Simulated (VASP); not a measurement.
All values below come from PBE GGA, VASP's PBE PAW potentials (set 64) (plane waves; VASP 6.6.1).

The input files of a VASP run:

### INCAR
```
SYSTEM = ZnSe
PREC = Accurate
ENCUT = 400
EDIFF = 1E-6
NELM = 100
ALGO = Normal
LREAL = .FALSE.
LASPH = .TRUE.
ISMEAR = 0
SIGMA = 0.05
GGA = PE
LMAXMIX = 4
LWAVE = .TRUE.
LCHARG = .FALSE.
```

KPOINTS:
```
Automatic mesh
0
Gamma
6 6 6
0 0 0
```

**POSCAR**
```
ZnSe
1
    0.0000000000     2.8672361617     2.8672361617
    2.8672361617     0.0000000000     2.8672361617
    2.8672361617     2.8672361617     0.0000000000
Zn Se
1 1
Direct
  0.0000000000   0.0000000000   0.0000000000
  0.7500000000   0.7500000000   0.7500000000
```

POTCAR, in this order: Zn Se (PBE.64 set). Program: vasp_std.

The resulting files:

### OSZICAR
```
       N       E                     dE             d eps       ncg     rms          rms(c)
DAV:   1     0.763393430562E+02    0.76339E+02   -0.77388E+03   416   0.129E+03
DAV:   2    -0.121590339690E+01   -0.77555E+02   -0.73094E+02   431   0.241E+02
DAV:   3    -0.627044437073E+01   -0.50545E+01   -0.50286E+01   526   0.647E+01
DAV:   4    -0.631750681943E+01   -0.47062E-01   -0.47041E-01   441   0.663E+00
DAV:   5    -0.631776537244E+01   -0.25855E-03   -0.25855E-03   501   0.482E-01    0.466E+00
DAV:   6    -0.604270572570E+01    0.27506E+00   -0.69247E-01   589   0.283E+01    0.354E+00
DAV:   7    -0.602563314833E+01    0.17073E-01   -0.18727E-01   461   0.431E+00    0.149E+00
DAV:   8    -0.602583552946E+01   -0.20238E-03   -0.42323E-03   474   0.647E-01    0.457E-01
DAV:   9    -0.602612053478E+01   -0.28501E-03   -0.10878E-03   481   0.285E-01    0.683E-02
DAV:  10    -0.602621089597E+01   -0.90361E-04   -0.13243E-04   459   0.110E-01    0.164E-02
DAV:  11    -0.602622538592E+01   -0.14490E-04   -0.28645E-05   489   0.516E-02    0.549E-03
DAV:  12    -0.602622676412E+01   -0.13782E-05   -0.33956E-06   476   0.197E-02    0.395E-03
DAV:  13    -0.602622680752E+01   -0.43402E-07   -0.65142E-07   328   0.891E-03
   1 F= -.60262268E+01 E0= -.60262268E+01  d E =-.108750E-11
```

File OUTCAR:
```
------------------------ aborting loop because EDIFF is reached ----------------------------------------
  FORCE on cell =-STRESS in cart. coord.  units (eV):
  Direction    XX          YY          ZZ          XY          YZ          ZX
  --------------------------------------------------------------------------------------
  Total       -0.0121503     -0.0121503     -0.0121503      0.0000000     -0.0000000     -0.0000000
  in kB       -0.4129319     -0.4129319     -0.4129319      0.0000000     -0.0000000     -0.0000000
  external PRESSURE =      -0.4129319 kB  Pullay stress =       0.0000000 kB
  volume of cell :       47.14
      direct lattice vectors                 reciprocal lattice vectors
     0.000000000  2.867236162  2.867236162    -0.174383961  0.174383961  0.174383961
     2.867236162  0.000000000  2.867236162     0.174383961 -0.174383961  0.174383961
     2.867236162  2.867236162  0.000000000     0.174383961  0.174383961 -0.174383961
  FREE ENERGIE OF THE ION-ELECTRON SYSTEM (eV)
  ---------------------------------------------------
  free  energy   TOTEN  =        -6.0262268075 eV

  energy  without entropy=       -6.0262268075  energy(sigma->0) =       -6.02622681
```
(Selected blocks of OUTCAR.)

**OUTCAR**
```
 val. band max:        1.3215999026   @ k =   0.0000   0.0000   0.0000

 cond. band min:       2.4691259112   @ k =   0.0000   0.0000   0.0000


 Fermi energy:         1.5435360408

 k-point     1 :       0.0000    0.0000    0.0000
  band No.  band energies     occupation
      1     -11.7181      2.00000
      2      -5.1033      2.00000
      3      -5.1033      2.00000
      4      -5.1033      2.00000
      5      -4.7647      2.00000
      6      -4.7647      2.00000
      7       1.3216      2.00000
      8       1.3216      2.00000
      9       1.3216      2.00000
     10       2.4691      0.00000
     11       7.1280      0.00000
     12       7.1280      0.00000
     13       7.1280      0.00000

 k-point     2 :       0.1667    0.0000    0.0000
  band No.  band energies     occupation
      1     -11.5554      2.00000
      2      -5.0837      2.00000
      3      -5.0789      2.00000
      4      -5.0789      2.00000
      5      -4.7663      2.00000
      6      -4.7663      2.00000
      7      -0.5435      2.00000
      8       1.0846      2.00000
      9       1.0846      2.00000
     10       3.7492      0.00000
     11       7.1539      0.00000
     12       7.5129      0.00000
     13       7.5129      0.00000

 k-point     3 :       0.3333    0.0000    0.0000
  band No.  band energies     occupation
      1     -11.1926      2.00000
      2      -5.0375      2.00000
      3      -5.0375      2.00000
      4      -4.9307      2.00000
      5      -4.7584      2.00000
      6      -4.7584      2.00000
      7      -2.6042      2.00000
      8       0.6810      2.00000
      9       0.6810      2.00000
     10       3.9259      0.00000
     11       7.7868      0.00000
     12       7.7868      0.00000
     13       8.7568      0.00000

 k-point     4 :       0.5000    0.0000    0.0000
  band No.  band energies     occupation
      1     -10.9873      2.00000
      2      -5.0224      2.00000
      3      -5.0224      2.00000
...
```

The structure comes from a computed database's ZnSe entry (F-43m); how it stands against other phases isn't given here. It was relaxed first.
